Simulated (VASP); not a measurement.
Method: PBE GGA, VASP's PBE PAW potentials (set 64) (plane waves; VASP).

Input for VASP

File POSCAR:
```
Zr
1.0
  1.5133798560  -2.6212506424   0.0000000000
  1.5133798560   2.6212506424   0.0000000000
  0.0000000000   0.0000000000   4.9859358743
Zr
2
Direct
  0.3333330000   0.6666670000   0.2500000000
  0.6666670000   0.3333330000   0.7500000000
```

**KPOINTS**
```
Regular mesh
0
Gamma
  14 14 8
0 0 0
```

INCAR:
```
SYSTEM = Zr
PREC = Accurate
ENCUT = 500
EDIFF = 1E-6
NELM = 100
ALGO = Normal
LREAL = .FALSE.
LASPH = .TRUE.
ISMEAR = 1
SIGMA = 0.1
GGA = PE
LMAXMIX = 4
LWAVE = .FALSE.
LCHARG = .FALSE.
IBRION = 2
ISIF = 3
NSW = 40
EDIFFG = -0.02
PSTRESS = 300
```

POTCAR, in this order: Zr_sv (PBE.64 set). Program: vasp_std.

Question: What will the output report for the number of irreducible k-points (NKPTS), largest plane-wave count, number of space-group operations, FFT grid (NGX, NGY, NGZ)?

Answer: 
```
Item                                          Result
--------------------------------------  ------------
number of irreducible k-points (NKPTS)           120
largest plane-wave count                        1038
number of space-group operations                  24
FFT grid (NGX, NGY, NGZ)                24 × 24 × 36
```

The compound is Zr in the hcp structure. This run relaxes it under an external pressure of 30 GPa. Symmetry was kept, so distortions that lower it aren't found.
